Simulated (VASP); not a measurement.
Output of a VASP run:

### OSZICAR
```
...
DAV:   7    -0.242602378222E+02    0.34346E+01   -0.92913E-01   352   0.825E+00    0.213E+00
DAV:   8    -0.262022250178E+02   -0.19420E+01   -0.96902E-01   316   0.776E+00    0.111E+00
DAV:   9    -0.255711166735E+02    0.63111E+00   -0.74417E-02   320   0.245E+00    0.774E-01
DAV:  10    -0.252036259804E+02    0.36749E+00   -0.37505E-02   316   0.191E+00    0.345E-01
DAV:  11    -0.251092843539E+02    0.94342E-01   -0.12721E-01   304   0.354E+00    0.769E-02
DAV:  12    -0.251450271979E+02   -0.35743E-01   -0.12871E-02   336   0.132E+00    0.748E-02
DAV:  13    -0.251453320086E+02   -0.30481E-03   -0.40143E-04   372   0.205E-01    0.766E-02
DAV:  14    -0.251512591897E+02   -0.59272E-02   -0.30369E-03   304   0.713E-01    0.641E-02
DAV:  15    -0.251449131979E+02    0.63460E-02   -0.12542E-02   300   0.130E+00    0.602E-02
DAV:  16    -0.251460455592E+02   -0.11324E-02   -0.35323E-04   364   0.183E-01    0.537E-02
DAV:  17    -0.251527070530E+02   -0.66615E-02   -0.16054E-03   320   0.516E-01    0.723E-02
DAV:  18    -0.251375443296E+02    0.15163E-01   -0.35034E-03   296   0.597E-01    0.576E-02
DAV:  19    -0.251268435624E+02    0.10701E-01   -0.11378E-02   320   0.123E+00    0.578E-02
DAV:  20    -0.251249259562E+02    0.19176E-02   -0.20126E-03   340   0.544E-01    0.630E-02
DAV:  21    -0.251250196284E+02   -0.93672E-04   -0.24565E-03   288   0.507E-01    0.184E-02
DAV:  22    -0.251252490754E+02   -0.22945E-03   -0.27807E-03   288   0.521E-01    0.794E-02
DAV:  23    -0.251251393802E+02    0.10970E-03   -0.18599E-04   340   0.164E-01    0.852E-02
DAV:  24    -0.251253873777E+02   -0.24800E-03   -0.12010E-03   288   0.432E-01    0.624E-02
DAV:  25    -0.251233294973E+02    0.20579E-02   -0.13431E-03   292   0.359E-01    0.305E-02
DAV:  26    -0.251259273881E+02   -0.25979E-02   -0.26875E-03   292   0.538E-01    0.477E-02
DAV:  27    -0.251258330118E+02    0.94376E-04   -0.73467E-05   356   0.877E-02    0.490E-02
DAV:  28    -0.251259813411E+02   -0.14833E-03   -0.66382E-05   296   0.926E-02    0.470E-02
DAV:  29    -0.251257094895E+02    0.27185E-03   -0.56199E-04   328   0.226E-01    0.229E-02
DAV:  30    -0.251257749849E+02   -0.65495E-04   -0.95769E-05   324   0.114E-01    0.156E-02
DAV:  31    -0.251260304200E+02   -0.25544E-03   -0.33489E-04   328   0.173E-01    0.111E-02
DAV:  32    -0.251259565892E+02    0.73831E-04   -0.95013E-05   308   0.987E-02    0.307E-03
DAV:  33    -0.251260891449E+02   -0.13256E-03   -0.27889E-05   296   0.581E-02    0.312E-03
DAV:  34    -0.251261115562E+02   -0.22411E-04   -0.14214E-05   328   0.409E-02    0.611E-03
DAV:  35    -0.251261100242E+02    0.15320E-05   -0.72744E-06   296   0.320E-02    0.455E-03
DAV:  36    -0.251261134054E+02   -0.33812E-05   -0.36962E-06   292   0.217E-02    0.245E-03
DAV:  37    -0.251261149200E+02   -0.15147E-05   -0.30018E-06   296   0.188E-02    0.730E-04
DAV:  38    -0.251261161676E+02   -0.12475E-05   -0.12160E-06   292   0.133E-02    0.146E-03
DAV:  39    -0.251261163808E+02   -0.21327E-06   -0.89307E-08   248   0.378E-03    0.132E-03
DAV:  40    -0.251261163371E+02    0.43753E-07   -0.11749E-07   260   0.412E-03
   1 F= -.25126116E+02 E0= -.25126116E+02  d E =0.000000E+00
       N       E                     dE             ncg
       N       E                     dE             ncg
       N       E                     dE             ncg
       N       E                     dE             ncg
       N       E                     dE             ncg
```

### OUTCAR
```
------------------------ aborting loop because EDIFF is reached ----------------------------------------
  FORCE on cell =-STRESS in cart. coord.  units (eV):
  Direction    XX          YY          ZZ          XY          YZ          ZX
  --------------------------------------------------------------------------------------
  Total        0.0366865      0.0366864      0.0021363      0.0000000      0.0000000     -0.0000000
  in kB        0.4342801      0.4342795      0.0252887      0.0000002      0.0000000     -0.0000000
  external PRESSURE =       0.2979494 kB  Pullay stress =       0.0000000 kB
  volume of cell :      135.35
      direct lattice vectors                 reciprocal lattice vectors
     3.227463211  0.000000542  0.000000000     0.309840837  0.178886713  0.000000000
    -1.613730577  2.795063007  0.000000000    -0.000000060  0.357773653  0.000000000
     0.000000000  0.000000000 15.003546908     0.000000000  0.000000000  0.066650906
 POSITION                                       TOTAL-FORCE (eV/Angst)
 -----------------------------------------------------------------------------------
      1.61373      0.93169      7.50177         0.000000     -0.000000      0.000000
     -0.00000      1.86338      6.05613        -0.000000      0.000000     -0.007541
     -0.00000      1.86338      8.94742         0.000000     -0.000000      0.007541
 -----------------------------------------------------------------------------------
    total drift:                                0.001743     -0.001024      0.000000
  FREE ENERGIE OF THE ION-ELECTRON SYSTEM (eV)
  ---------------------------------------------------
  free  energy   TOTEN  =       -25.1261163371 eV

  energy  without entropy=      -25.1261163371  energy(sigma->0) =      -25.12611634

 total charge

# of ion       s       p       d       tot
------------------------------------------
    1        0.661   0.751   0.000   1.413
    2        1.357   2.377   0.000   3.734
    3        1.357   2.377   0.000   3.734
--------------------------------------------------
tot          3.375   5.506   0.000   8.881

 Electric field gradients after diagonalization (V/A^2)
 (convention: |V_zz| > |V_xx| > |V_yy|)
----------------------------------------------------------------------
 ion       V_xx      V_yy      V_zz     asymmetry (V_yy - V_xx)/ V_zz
----------------------------------------------------------------------
   1       8.005     8.004   -16.009       0.000
   2      36.744    36.742   -73.486       0.000
   3      36.744    36.742   -73.486       0.000
```
(Selected blocks of OUTCAR.)

**POSCAR**
```
SiS2
1
    3.2274632110     0.0000005422     0.0000000000
   -1.6137305770     2.7950630068     0.0000000000
    0.0000000000     0.0000000000    15.0035469076
Si S
1 2
Direct
  0.6666670000   0.3333330000   0.5000000000
  0.3333330000   0.6666670000   0.4036463469
  0.3333330000   0.6666670000   0.5963536531
```

Problem. Reconstruct the remaining input files.

Solution. This is not unique; one that fits is the input of the run itself, r2SCAN meta-GGA, plane waves, VASP's PBE PAW potentials (set 64).

File KPOINTS_OPT:
```
k-points along high-symmetry lines
20
Line-mode
Reciprocal
  0.000000   0.000000   0.000000 ! GAMMA
  0.500000   0.000000   0.000000 ! M

  0.500000   0.000000   0.000000 ! M
  0.333333   0.333333   0.000000 ! K

  0.333333   0.333333   0.000000 ! K
  0.000000   0.000000   0.000000 ! GAMMA
```

INCAR:
```
ALGO  =  Normal
EDIFF  =  1E-7
ENCUT  =  400
ISIF  =  2
ISMEAR  =  -5
LASPH  =  .TRUE.
LCHARG  =  .FALSE.
LEFG  =  .TRUE.
LMIXTAU  =  .TRUE.
LORBIT  =  11
LREAL  =  .FALSE.
LWAVE  =  .FALSE.
METAGGA  =  R2SCAN
NEDOS  =  601
NELM  =  100
PREC  =  Accurate
SYSTEM  =  SiS2
```

KPOINTS:
```
kpoints
0
Gamma
  9 9 1
0 0 0
```

POTCAR, in this order: Si S (PBE.64 set). Program: vasp_std.

The cell holds a wide vacuum, so values per volume refer to the whole cell.

The cell is a sheet with vacuum, built from a generated structure.
